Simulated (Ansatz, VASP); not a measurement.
# Li (Li(110)) in two plane-wave programs, part 2 of 2

Aim: how closely do two programs agree when they are given the same cell, functional and k mesh?

VASP 6.6.1 and Ansatz 0.2.0.

So far: Starting point; VASP: band structure, LDA.

### 3. Ansatz: band structure, LDA

Level of this step: Ansatz beside VASP: Kohn-Sham DFT, plane waves, LDA (Ansatz).

Ansatz runs on its default PAW (the set named soft_2) files.

The same cell, functional (in two slightly different forms), mesh and smearing now go to Ansatz, which takes its cutoff from its data sets.

Contents of input.yaml:

```yaml
crystal:
  lattice:
    - [2.4678026663, -1.745, 0.0]
    - [2.4678026663, 1.745, 0.0]
    - [0.0, 0.0, 32.806815998]
  atoms:
    - { symbol: Li, position: [0.0, 0.0, 0.2743332361] }
    - { symbol: Li, position: [0.5, 0.5, 0.3495554908] }
    - { symbol: Li, position: [0.0, 0.0, 0.4247777454] }
    - { symbol: Li, position: [0.5, 0.5, 0.5] }
    - { symbol: Li, position: [0.0, 0.0, 0.5752222546] }
    - { symbol: Li, position: [0.5, 0.5, 0.6504445092] }
    - { symbol: Li, position: [0.0, 0.0, 0.7256667639] }
hamiltonian:
  xc: lda
  pseudopotentials: { kind: paw }
kpoints:
  mp_grid: { grid: [14, 14, 1] }
  band_path:
    path:
      - [0.0, 0.0, 0.0]
      - [0.02885, -0.02885, 0.0]
      - [0.08654, -0.08654, 0.0]
      - [0.14423, -0.14423, 0.0]
      - [0.20192, -0.20192, 0.0]
      - [0.25962, -0.25962, 0.0]
      - [0.31731, -0.31731, 0.0]
      - [0.375, -0.375, 0.0]
      - [0.39423, -0.31731, 0.0]
      - [0.43269, -0.20192, 0.0]
      - [0.45192, -0.14423, 0.0]
      - [0.49038, -0.02885, 0.0]
      - [0.52885, 0.08654, 0.0]
      - [0.56731, 0.20192, 0.0]
      - [0.60577, 0.31731, 0.0]
      - [0.625, 0.375, 0.0]
      - [0.60577, 0.39423, 0.0]
      - [0.58654, 0.41346, 0.0]
      - [0.56731, 0.43269, 0.0]
      - [0.54808, 0.45192, 0.0]
      - [0.53846, 0.46154, 0.0]
      - [0.51923, 0.48077, 0.0]
      - [0.5, 0.5, 0.0]
      - [0.46154, 0.46154, 0.0]
      - [0.38462, 0.38462, 0.0]
      - [0.30769, 0.30769, 0.0]
      - [0.23077, 0.23077, 0.0]
      - [0.15385, 0.15385, 0.0]
      - [0.07692, 0.07692, 0.0]
      - [0.0, 0.0, 0.0]
    npoints: 1
scf:
  occupations: { method: fermi_dirac, width: 0.1 }
  n_extra_bands: 9
efield:
  axis: 3
  dipole_correction: true
  ramp_width: 0.04
output:
  forces: true
  eigenvalues: true
```

Command:

```console
$ ansatz run input.yaml --threads 4 --pin off --max-ram 9216MiB --backend cpu --events-out ev --progress --plain --runs-dir out
```

The program printed:

```text
scf.n_extra_bands = 9 over 11 filled bands (N_el = 21.0): the run solves 20 bands
Engine: ansatz 0.2.0, aarch64-unknown-linux-gnu
Pseudopotentials: kind: paw
Pseudopotential: Li, paw, valence charge 3, recommended cutoff 420 eV (normal), Li.paw.azcp
Functional definition: SPW92
  exchange = slater_x
  correlation = pw_c
Crystal: 7 atoms, lattice volume = 282.553 Å³
Basis set: ecut = 420 eV, 5433 PW (Γ)
Bands: 20, of which v1, the nominal top of the filled ones, is band 11 counted from 1 (10 counted from 0)
Symmetry: 4 space group operations
k-points: 57 of 196
Non-local potential: Li, projectors of the file, l = 0: 3, l = 1: 2, l = 2: 1
PAW form: soft (Blöchl's): semilocal exchange-correlation on the pseudo side does not see the compensation charge
PAW one-centre angular grid: Li, 110 points (default); XC on 64 Gauss nodes
Initial density: superposition of atomic densities (neutral atoms: chi_scale 0, normalization atom), corrected by the library's trained network
Initial wavefunctions: pseudopotential atomic-orbital guess
Functional: x = slater, c = lda
SCF iter   1: F=—  HF=-1410.928756 eV  |F-HF|=—  |Δ(HF+E_count)|=         —  Δρ=3.19e-3  dr2=7.57e-2  ethr=1.77e-3  p=0.000 e·Å  D=1.27e-14 V/Å  ΔV_dip=-0.00 eV  dr2_dipole=5.41e-9  V_vac-E_F(+/−)=3.32/3.31 eV  ⟨swp⟩=8.2  Hψ=6957  notcnv=0  defer=16
efield: sawtooth ramp at fractional position 0.9800 (placed from the atoms, in the widest stretch of the axis that holds none; the zero of the levels goes with the place), width 0.0400; the density the first Hamiltonian is built on has a dipole p = 0.000 e·Å; the dipole correction subtracts the counter field D = 1.27e-14 V/Å, which shifts the + side's vacuum level by -0.00 eV against the − side's; the planar-averaged density in the ramp window peaks in size at 8.0e-6 e/Å³
preconditioner: auto → LDOS  [metal: Δε(μ)=0.012 eV  Ē_g=4.156 eV  σ=0.100 eV  W_gap=0.03  n_scr=18 (ndim 8)  ℏωp=5.8 eV  f_vac=0.405  D(μ)=3.81/eV (n_scr^D=16)  β→1.0]
SCF iter   2: F=—  HF=-1410.898178 eV  |F-HF|=—  |Δ(HF+E_count)|=   3.06e-2  Δρ=7.24e-4  dr2=7.45e-4  ethr=3.60e-4  p=-0.000 e·Å  D=-7.55e-7 V/Å  ΔV_dip=0.00 eV  dr2_dipole=5.55e-9  V_vac-E_F(+/−)=3.34/3.34 eV  ⟨swp⟩=2.0  Hψ=2646  notcnv=0  defer=56
SCF iter   3: F=—  HF=-1410.896452 eV  |F-HF|=—  |Δ(HF+E_count)|=   1.73e-3  Δρ=5.92e-5  dr2=2.55e-5  ethr=3.55e-6  p=-0.000 e·Å  D=-4.17e-7 V/Å  ΔV_dip=0.00 eV  dr2_dipole=1.39e-10  V_vac-E_F(+/−)=3.34/3.34 eV  ⟨swp⟩=2.0  Hψ=1664  notcnv=0  defer=56
SCF iter   4: F=—  HF=-1410.896444 eV  |F-HF|=—  |Δ(HF+E_count)|=   8.22e-6  Δρ=1.46e-5  dr2=2.17e-6  ethr=1.21e-7  p=-0.000 e·Å  D=-2.40e-7 V/Å  ΔV_dip=0.00 eV  dr2_dipole=1.78e-12  V_vac-E_F(+/−)=3.34/3.34 eV  ⟨swp⟩=1.5  Hψ=1195  notcnv=0  defer=55
iter 5 did not close the SCF: its close was put off for the readings that it lacked (scf_convergence_deferred on its scf_iter line)
SCF iter   5: F=-1410.896444 eV  HF=-1410.896444 eV  |F-HF|=3.68e-9  |Δ(HF+E_count)|=   4.75e-7  Δρ=2.30e-6  dr2=7.42e-8  ethr=1.04e-8  p=-0.000 e·Å  D=-5.67e-8 V/Å  ΔV_dip=0.00 eV  dr2_dipole=4.56e-13  V_vac-E_F(+/−)=3.34/3.34 eV  ⟨swp⟩=1.4  Hψ=1131  notcnv=0  defer=55
SCF iter   6: F=-1410.896444 eV  HF=-1410.896444 eV  |F-HF|=9.42e-10  |Δ(HF+E_count)|=   2.40e-8  Δρ=5.03e-7  dr2=3.34e-9  ethr=3.54e-10  p=-0.000 e·Å  D=-1.69e-8 V/Å  ΔV_dip=0.00 eV  dr2_dipole=5.69e-14  V_vac-E_F(+/−)=3.34/3.34 eV  ⟨swp⟩=8.3  Hψ=5195  notcnv=0
SCF 1 converged in 6 iterations: F = -1410.896444 eV  dr2 = 3.34e-9
  greatest PAW one-centre occupation: 1.000 electrons in one spin orbital (limit 2), on the Li atom at site 3 (counted from 0), in its partial waves of l = 0
NSCF: frozen V_eff on 30 k-points
efield: sawtooth ramp at fractional position 0.9800 (kept from the solve that this one continues, or follows in the run), width 0.0400; the density the first Hamiltonian is built on has a dipole p = -0.000 e·Å; the dipole correction subtracts the counter field D = -1.69e-8 V/Å, which shifts the + side's vacuum level by +0.00 eV against the − side's; the planar-averaged density in the ramp window peaks in size at 6.4e-7 e/Å³
SCF converged after 6 iterations
Free energy (F): -1410.896444 eV
Harris-Foulkes:  -1410.896444 eV  (|F-HF|=9.42e-10)
Internal energy: -1410.772130 eV  (E = F + TS)
E sigma→0 (E₀):  -1410.834287 eV
Entropy (-TS):   -0.124315 eV (-17.759 meV/atom)
Fermi energy:    -1.084427 eV
Dipole field:    D = -0.000000 V/Å  (p = -0.000000 e·Å, saw-weighted, corrected)
Work function:   Φ+ = 3.3428 eV   Φ− = 3.3427 eV
Levels:          The Fermi level and band energies are counted from a zero that moves with the ramp; work functions are not
--- Per-component energies (eV) ---
  E_band       = -673.255262
  E_kinetic    = 146.392288
  E_local      = -6698.544862  (includes V_loc(G=0)·N_el)
  E_nonlocal   = -231.811134
  E_hartree    = 3138.942102
  E_xc         = -67.548020
  E_vxc        = -88.017954  (∫ρ·V_xc dr)
  E_paw        = -129.177630  (= ΣΔE_a)
  E_vpaw       = -79.157039  (= ΣTr[D̂ρ^β])
  E_aug_tail   = 0.000100  (compensation charges beyond the density's cutoff)
  E_efield     = 0.000000  (sawtooth field / dipole correction)
  E_vefield    = 0.000000  (∫n·V_field dr)
  E_ewald      = 2430.975027
  E_smearing   = -0.124315  (= −TS)
  E_closure    = -0.000000  (closes the sum)
  Σ components = -1410.896444   (vs F -1410.896444, Δ=0.00e0)
--- Forces (eV/Å), atoms counted from 1 ---
  atom   1  Li     0.00000000     0.00000000     0.14652312
  atom   2  Li     0.00000000    -0.00000000    -0.06185381
  atom   3  Li     0.00000000    -0.00000000    -0.01338746
  atom   4  Li     0.00000000    -0.00000000    -0.00000007
  atom   5  Li     0.00000000     0.00000000     0.01338763
  atom   6  Li     0.00000000     0.00000000     0.06185392
  atom   7  Li     0.00000000    -0.00000000    -0.14652333
  max |Σ_I F_I| component: 6.20e-9 eV/Å
--- Band table (eV; the first three rows and the last of 57) ---
  k-point 0: bands = [... 7 lower, -4.4653, -4.2639, -3.8964, -3.3554, -2.6676, -1.8844, -1.1574, -0.8333, ... 5 higher]
  k-point 1: bands = [... 7 lower, -4.3952, -4.1936, -3.8258, -3.2841, -2.5947, -1.8076, -1.0720, -0.7404, ... 5 higher]
  k-point 2: bands = [... 7 lower, -4.1846, -3.9829, -3.6146, -3.0714, -2.3781, -1.5801, -0.8182, -0.4618, ... 5 higher]
  k-point 56: bands = [... 7 lower, -0.7619, -0.5151, -0.0657, 0.5958, 1.4442, 2.0772, 2.1799, 2.3879, ... 5 higher]
```

It took 11 s on 4 threads of Arm Neoverse V1, shared host; peak memory 0.62 GiB; 44 s of CPU time.

### 4. Comparison

Known differences besides the potentials themselves: the two LDA forms differ slightly; the data sets hold 21 valence electrons in Ansatz (default PAW (the set named soft_2) files) and 7 in VASP; the cutoff is 420 eV in Ansatz and 300 eV in VASP (PREC = Normal); VASP's log shows a relativistic correction to its local exchange, Ansatz's none. Total energies have different zeros and are not compared.

The two programs side by side:

```csv
quantity,Ansatz,VASP,difference
"work function, lower of the two faces (eV)",3.34,3.35,0.00
"work function, higher of the two faces (eV)",3.34,3.35,0.00
```

Forces (eV/Å; atoms numbered as in POSCAR):

```csv
atom,"Ansatz x, y, z","VASP x, y, z"
Li1,"0.000, 0.000, 0.147","0.000, 0.000, 0.145"
Li2,"0.000, 0.000, -0.062","0.000, 0.000, -0.062"
Li3,"0.000, 0.000, -0.013","0.000, 0.000, -0.013"
Li4,"0.000, 0.000, 0.000","0.000, 0.000, 0.000"
Li5,"0.000, 0.000, 0.013","0.000, 0.000, 0.013"
Li6,"0.000, 0.000, 0.062","0.000, 0.000, 0.062"
Li7,"0.000, 0.000, -0.147","0.000, 0.000, -0.145"
```

The forces differ by 0.6 meV/Å r.m.s., which is 1.2 % of the r.m.s. force of 0.05 eV/Å (both taken over all components). Levels from 3 eV below to 2 eV above the Fermi level differ by 1 meV r.m.s. and 4 meV at most; each VASP level is matched to the nearest of Ansatz, which flatters the figure a little. VASP's log warns that it found no field-free region in the vacuum, so its work functions are uncertain.

### 5. Results

| Item | Value |
| --- | --- |
| r.m.s. difference of levels near the Fermi level (band structure, LDA) | 1.1 meV |

The r.m.s. difference of levels near the Fermi level is 1.1 meV (band structure, LDA), within the 80 meV picked in this series as the mark of a large difference. Such differences can come from data sets, numerical settings and the points named under the comparisons, not from the functional's error against experiment.

[Lines on the potential files, build, host, timing and source positions are cut from VASP's logs without a mark.]

[Logs are printed without paths, hosts, clocks, repeated set-up lines and the standing remarks that a program may print on its own settings, such as how far it seeks lower states.]

[Hosts, paths, dates, database ids (printed as entryN), source tags and the programs' standing remarks are cut or masked in the printed files.]
